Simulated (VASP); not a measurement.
Consider the following.

```xyz
6
Lattice="4.4157 0.0000 0.0000 0.0000 4.4157 0.0000 0.0000 0.0000 2.8437" Properties=species:S:1:pos:R:3 pbc="T T T"
Cr     0.0000     0.0000     0.0000
Cr     2.2079     2.2079     1.4219
O      1.3466     1.3466     0.0000
O      3.5545     0.8612     1.4219
O      0.8612     3.5545     1.4219
O      3.0691     3.0691     0.0000
```
Starting moments (μB, in the order of the record's atoms Cr Cr O O O O): 3.0 3.0 0.0 0.0 0.0 0.0.

All values below come from PBE GGA, VASP's PBE PAW potentials (set 64) (plane waves; VASP 6.6.1). Numerical set-up: 400 eV cut-off, 3×3×5 Γ-centred mesh, Fermi-Dirac smearing of 0.050 eV, potentials Cr_pv O.

At this cut-off the stress carries a Pulay error, which pulls relaxed volumes low. The moments were started parallel, and other spin orders were not tried in this run.

Problem. The ions, cell shape and volume are relaxed. Give the cell that the relaxation ends in.

Solution. 
```xyz
6
Lattice="4.4014 0.0000 0.0000 0.0000 4.4014 0.0000 0.0000 0.0000 2.8935" Properties=species:S:1:pos:R:3 pbc="T T T"
Cr     0.0000     0.0000     0.0000
Cr     2.2007     2.2007     1.4468
O      1.3329     1.3329     0.0000
O      3.5336     0.8678     1.4468
O      0.8678     3.5336     1.4468
O      3.0685     3.0685     0.0000
```
Space group P4_2/mnm (136), at a tolerance of 0.03 Å. The cell ends with 4.00 μB, on the sites 2.08 2.08 -0.07 -0.07 -0.07 -0.07 μB.

Problem. How do energy and volume change from the first to the last step?

Solution. The energy (σ→0) changes by -6.6 meV/atom and the volume by +1.1 %, in 5 ionic steps.

| step | E(σ→0) (eV) | max force (eV/Å) | pressure (GPa) | volume (Å³) |
|---|---|---|---|---|
| 1 | -50.2927 | 0.386 | 5.12 | 55.45 |
| 2 | -50.2729 | 0.193 | -9.73 | 57.84 |
| 3 | -50.3252 | 0.086 | -1.83 | 56.49 |
| 4 | -50.3318 | 0.025 | 0.33 | 55.99 |
| 5 | -50.3320 | 0.010 | 0.06 | 56.05 |

The structure was generated: CrO2 was put into an ordered model structure, which need not be its known phase. This run relaxes it. Symmetry was kept, so distortions that lower it aren't found. The k-mesh is coarse (spacing up to 0.48 per Å, 2π included), so the numbers may not be converged in it. The run is one of a series of settings (EDIFFG = -0.01, IBRION = 2, ISIF = 3, NSW = 50 against the base run), some of them coarse on purpose.
